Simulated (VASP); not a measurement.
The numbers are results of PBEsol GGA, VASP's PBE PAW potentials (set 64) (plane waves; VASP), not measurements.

The input files of a VASP run:

File POSCAR:
```
BBi
3.6823640
  0.0000000000   0.7071067649   0.7071067649
  0.7071067649   0.0000000000   0.7071067649
  0.7071067649   0.7071067649   0.0000000000
B Bi
1 1
direct
  0.0000000000   0.0000000000   0.0000000000
  0.5000000000   0.5000000000   0.5000000000
```

**KPOINTS**
```
Automatic mesh
0
Gamma
14 14 14
0 0 0
```

### INCAR
```
ALGO = Normal
EDIFF = 1E-7
ENCUT = 520
GGA = PS
ISIF = 2
ISMEAR = -5
LASPH = T
LCHARG = T
LMAXMIX = 4
LORBIT = 11
LREAL = F
LWAVE = F
NEDOS = 601
NELM = 100
PREC = Accurate
SYSTEM = BBi
```

POTCAR, in this order: B Bi_d (PBE.64 set). Program: vasp_std.

Q: What will the output report for the number of irreducible k-points (NKPTS), number of bands (NBANDS), largest plane-wave count, number of space-group operations, FFT grid (NGX, NGY, NGZ)?

A: 
```yaml
number of irreducible k-points (NKPTS): 104
number of bands (NBANDS): 13
largest_plane_wave_count: 967
number_of_space_group_operations: 48
FFT grid (NGX, NGY, NGZ): 28 × 28 × 28
```

The structure was generated: BBi was put into the rock salt type (Fm-3m), which need not be its known phase. It was relaxed first, which changed the volume by +12 %.
